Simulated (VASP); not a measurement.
Level of theory: PBE GGA, VASP's PBE PAW potentials (set 64) (plane waves; VASP 6.6.1).

VASP input:

File POSCAR:
```
CuGaSe2
1
   -2.6544804846     2.6544804846     5.2570457137
    2.6544804846    -2.6544804846     5.2570457137
    2.6544804846     2.6544804846    -5.2570457137
Ga Cu Se
2 2 4
Direct
  0.5000000000   0.5000000000   0.0000000000
  0.2500000000   0.7500000000   0.5000000000
  0.0000000000   0.0000000000   0.0000000000
  0.7500000000   0.2500000000   0.5000000000
  0.8750000000   0.8836724007   0.5086724007
  0.1163275993   0.6250000000   0.9913275993
  0.3750000000   0.3663275993   0.4913275993
  0.6336724007   0.1250000000   0.0086724007
```

**INCAR**
```
IBRION = 2
PREC = Accurate
ISIF = 3   # ions, shape and volume
EDIFF = 1E-6   # SCF stop (eV)
LWAVE = .False.
ISMEAR = 0   # Gaussian
LCHARG = .False.
LMAXMIX = 4   # l cut-off of mixed one-centre charges
EDIFFG = -0.02
SIGMA = 0.05   # width (eV)
NSW = 40   # most ionic steps
ENCUT = 500
PSTRESS = 200
NELM = 100   # most electronic steps
SYSTEM = CuGaSe2
LASPH = .True.
GGA = PE
ALGO = Normal   # blocked Davidson
LREAL = .False.   # projection in real space or not
```

**KPOINTS**
```
Automatic mesh
0
Gamma
6 6 6
0 0 0
```

POTCAR, in this order: Ga_d Cu Se (PBE.64 set). Program: vasp_std.

Task: What will the output report for the number of irreducible k-points (NKPTS), largest plane-wave count, number of space-group operations, FFT grid (NGX, NGY, NGZ)?

Result: 
- number of irreducible k-points (NKPTS) = 30
- largest plane-wave count = 3791
- number of space-group operations = 8
- FFT grid (NGX, NGY, NGZ) = 48 × 48 × 48

The compound is CuGaSe2 in the chalcopyrite structure. It was relaxed first under an external pressure of 20 GPa.
